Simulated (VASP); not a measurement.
An input for Quantum ESPRESSO's pw.x (written as the equivalent of a VASP run, and not itself run):

```
&CONTROL
  calculation = 'scf'
  pseudo_dir = './pseudo'
  outdir = './out'
  tprnfor = .true.
  tstress = .true.
/
&SYSTEM
  ibrav = 0
  nat = 4
  ntyp = 3
  ecutwfc = 96
  occupations = 'tetrahedra'
  input_dft = 'pbe'
  vdw_corr = 'grimme-d3'
  dftd3_version = 4
  dftd3_threebody = .false.
  nspin = 2
  starting_magnetization(1) = 0.41
  starting_magnetization(2) = -0.41
/
&ELECTRONS
  conv_thr = 7.3e-09
  electron_maxstep = 100
/
ATOMIC_SPECIES
  Mn1 54.938 Mn.upf
  Mn2 54.938 Mn.upf
  S 32.060 S.upf
CELL_PARAMETERS angstrom
     5.0279690    2.5034800    2.5034800
     2.5034800    5.0279690    2.5034800
     2.5034800    2.5034800    5.0279690
ATOMIC_POSITIONS crystal
  Mn1  1.0000000  1.0000000  0.0000000
  Mn2  0.5000000  0.5000000  0.5000000
  S    0.2500000  0.2500000  0.2500000
  S    0.7500000  0.7500000  0.7500000
K_POINTS automatic
  8 8 8 0 0 0
```

Q: Translate this input to VASP (INCAR, KPOINTS, POSCAR, choice of POTCAR).

A: One answer among several that fit: 
### POSCAR
```
MnS
1
    5.0279689644     2.5034800159     2.5034800159
    2.5034800159     5.0279689644     2.5034800159
    2.5034800159     2.5034800159     5.0279689644
Mn S
2 2
Direct
  1.0000000000   1.0000000000   0.0000000000
  0.5000000000   0.5000000000   0.5000000000
  0.2500000000   0.2500000000   0.2500000000
  0.7500000000   0.7500000000   0.7500000000
```

File KPOINTS:
```
K-points
0
G
 8 8 8
```

### INCAR
```
! general
SYSTEM =MnS
PREC   =Accurate
ENCUT  =520
LREAL  =.False.
LASPH  =.True.

! electronic loop
EDIFF  =1E-7
NELM   =100
ALGO   =Normal
LMAXMIX=4

! smearing
ISMEAR =-5

! functional
GGA    =PE
IVDW   =12

! spin
ISPIN  =2
MAGMOM =4.1 -4.1 2*0.0

! ions
ISIF   =2

! output
LWAVE  =.False.
LCHARG =.True.
LORBIT =11
NEDOS  =601

! other
LEFG   =.True.
```

POTCAR, in this order: Mn_pv S (PBE.64 set). Program: vasp_std.

Limits of the translation: the potentials are each code's own (VASP's PAW set, PseudoDojo norm-conserving files in pw.x), so ENCUT and ecutwfc are chosen apart and not converted; conv_thr bounds pw.x's estimated SCF error, while EDIFF bounds the energy change between steps; starting_magnetization is a fraction of the valence charge and MAGMOM a moment in μB, so they match only roughly; the field gradients of LEFG aren't asked of the other code.

The compound is MnS in the rock salt, AFM-II order structure. It was relaxed first, which changed the volume by -10 %.
